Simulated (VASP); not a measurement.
An input for Ansatz (written as the equivalent of a VASP run, and not itself run):

Ansatz 0.2 input:
```yaml
crystal:
  lattice:
    - [1.5174530, -2.6045350, 0.0000000]
    - [1.5174530, 2.6045350, 0.0000000]
    - [0.0000000, 0.0000000, 4.5527490]
  atoms:
    - { symbol: Ti, position: [0.3333330, 0.6666670, 0.2500000] }
    - { symbol: Ti, position: [0.6736160, 0.3402820, 0.7500000] }
kpoints:
  mp_grid: { grid: [12, 12, 7] }
hamiltonian:
  xc: pbe
  pseudopotentials: { kind: paw }
scf:
  occupations: { method: methfessel_paxton, width: 0.1 }
  max_iter: 100
output: { forces: true, stress: true, eigenvalues: true }
```

Problem. Translate this input to VASP (INCAR, KPOINTS, POSCAR, choice of POTCAR).

Solution. One answer among several that fit: 
INCAR:
```
! general
SYSTEM  = Ti
PREC    = Accurate
ENCUT   = 800
LREAL   = .FALSE.
LASPH   = .TRUE.   ! aspherical one-centre terms

! electronic loop
EDIFF   = 1E-6   ! SCF stop (eV)
NELM    = 100
ALGO    = Normal
LMAXMIX = 4   ! l cut-off of mixed one-centre charges

! smearing
ISMEAR  = 1   ! Methfessel-Paxton
SIGMA   = 0.1   ! width (eV)

! functional
GGA     = PE   ! PBE

! ions
ISIF    = 2   ! forces and stress, cell fixed

! output
LWAVE   = .FALSE.
LCHARG  = .FALSE.
```

**POSCAR**
```
Ti
1
    1.5174530000    -2.6045350000     0.0000000000
    1.5174530000     2.6045350000     0.0000000000
    0.0000000000     0.0000000000     4.5527490000
Ti
2
Direct
  0.3333330000   0.6666670000   0.2500000000
  0.6736160000   0.3402820000   0.7500000000
```

KPOINTS:
```
Regular mesh
0
Gamma
12 12 7
0 0 0
```

POTCAR, in this order: Ti_sv (PBE.64 set). Program: vasp_std.

Limits of the translation: each code has its own PAW files, so the cut-off isn't converted (ENCUT is set for VASP's; basis.ecutwfc is left out, and Ansatz then takes the one that its files recommend); Ansatz stops its SCF on the density residual and VASP on the energy change (EDIFF).

The compound is Ti in the hcp structure. The cell was not relaxed at this level, atoms are displaced from their ideal sites. The run is one of a series of settings (ENCUT = 800 against the base run), some of them coarse on purpose.
